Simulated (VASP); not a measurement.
```xyz
8
Lattice="3.7217 0.0000 0.0000 -1.8609 3.2231 0.0000 0.0000 0.0000 12.1674" Properties=species:S:1:pos:R:3 pbc="T T T"
Zn     1.8609     1.0744     9.1247
Zn     0.0000     2.1487     3.0410
Zn     0.0000     0.0000     6.0837
Zn     0.0000     0.0000     0.0000
S      1.8609     1.0744    11.4098
S      0.0000     2.1487     5.3261
S      0.0000     0.0000     8.3632
S      0.0000     0.0000     2.2794
```

The numbers are results of PBE GGA, VASP's PBE PAW potentials (set 64) (plane waves; VASP 6.6.1), not measurements. Run with 300 eV cut-off, 8×8×3 Γ-centred mesh, Fermi-Dirac smearing of 0.020 eV, potentials Zn S.

At this cut-off the stress carries a Pulay error, which pulls relaxed volumes low.

Q: Give the stress tensor in GPa (positive for a compressed cell).

A: 
```
8.58  0.00  0.00
0.00  8.58  0.00
0.00  0.00  8.69
```
The pressure is its mean diagonal, 8.62 GPa.

The structure comes from a computed database's ZnS entry; how it stands against other phases isn't given here. The cell was not relaxed at this level.
